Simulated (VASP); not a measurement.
These are PBEsol GGA, VASP's PBE PAW potentials (set 64) (plane waves; VASP) values and carry that method's errors.

A VASP calculation is set up with these files.

### INCAR
```
IBRION  =  2   # conjugate gradients
ISMEAR  =  1   # Methfessel-Paxton
EDIFF  =  1E-6
SYSTEM  =  TiC
ALGO  =  Normal   # blocked Davidson
LMAXMIX  =  4   # l cut-off of mixed one-centre charges
PREC  =  Accurate
GGA  =  PS
LREAL  =  .FALSE.   # projection in real space or not
ENCUT  =  620
NELM  =  100
EDIFFG  =  -0.02   # ionic stop
LCHARG  =  .FALSE.
SIGMA  =  0.1   # width (eV)
ISIF  =  3
LASPH  =  .TRUE.
PSTRESS  =  300
LWAVE  =  .FALSE.
NSW  =  40
```

**KPOINTS**
```
Automatic mesh
0
Gamma
  15 15 15
0 0 0
```

### POSCAR
```
TiC
1
    0.0000000000     2.1005920091     2.1005920091
    2.1005920091     0.0000000000     2.1005920091
    2.1005920091     2.1005920091     0.0000000000
Ti C
1 1
Direct
  0.0000000000   0.0000000000   0.0000000000
  0.5000000000   0.5000000000   0.5000000000
```

POTCAR, in this order: Ti_sv C (PBE.64 set). Program: vasp_std.

Energy and stress use the plane-wave basis of the starting cell.

Problem. Estimate the energy per atom (σ→0), volume per atom, band gap (on the k-mesh).

Solution. 
```yaml
energy per atom (σ→0): -9.825 eV/atom
band gap (on the k-mesh): none (metal, semimetal or under 0.01 eV)
volume_per_atom: 9.02 Å³/atom
```

OSZICAR:
```
...
DAV:   5    -0.196460049897E+02   -0.14518E-01   -0.20380E-02  3972   0.113E+00    0.199E-01
DAV:   6    -0.196487632103E+02   -0.27582E-02   -0.70034E-03  4000   0.519E-01    0.123E-01
DAV:   7    -0.196490167679E+02   -0.25356E-03   -0.13302E-03  3656   0.317E-01    0.728E-02
DAV:   8    -0.196489942404E+02    0.22527E-04   -0.19168E-04  2972   0.165E-01    0.170E-02
DAV:   9    -0.196490103636E+02   -0.16123E-04   -0.13473E-05  3436   0.369E-02    0.863E-03
DAV:  10    -0.196490110451E+02   -0.68149E-06   -0.12954E-05  3420   0.178E-02    0.712E-03
DAV:  11    -0.196490110575E+02   -0.12437E-07   -0.92767E-07  2084   0.124E-02
   3 F= -.16272743E+02 E0= -.16272775E+02  d E =-.167960E-01
```

The compound is TiC in the rock salt structure. This run relaxes it under an external pressure of 30 GPa. Symmetry was kept, so distortions that lower it aren't found.
